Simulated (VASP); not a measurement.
# Cd$_{4}$SeTe$_{3}$ (ordered alloy cell): computed properties

The numbers are results of PBEsol GGA, VASP's PBE PAW potentials (set 64) (plane waves; VASP), not measurements.

```yaml
space_group: Amm2 (38)
cell: a = 4.5163 Å, b = 9.0299 Å, c = 12.7593 Å, α = β = γ = 90.00°
volume_per_atom: 32.52 Å^3/atom
band gap (over mesh and band path): 0.34 eV
smallest direct gap (over mesh and band path): 0.34 eV
band_edge_character: direct, Γ to Γ
density: 5.82 g/cm³
```

```xyz
8
Lattice="0.0009 6.3860 6.3796 6.3860 0.0009 6.3796 3.1935 3.1935 0.0000" Properties=species:S:1:pos:R:3 pbc="T T T"
Cd     6.3870     6.3870    12.7532
Cd     3.2586     6.3219     9.5134
Cd     6.3219     3.2586     9.5134
Cd     6.3870     6.3870     6.4965
Te     1.5967     1.5967     1.6090
Te     4.7773     1.6097     4.7832
Te     1.6097     4.7773     4.7832
Se     4.7902     4.7902     7.9649
```

Unless said otherwise, spin-orbit coupling is left out, though it shifts the bands of the heavy elements here.

The structure was generated: Cd4SeTe3 was put into an ordered model structure (Amm2), which need not be its known phase. It was relaxed first. Symmetry was kept, so distortions that lower it aren't found.
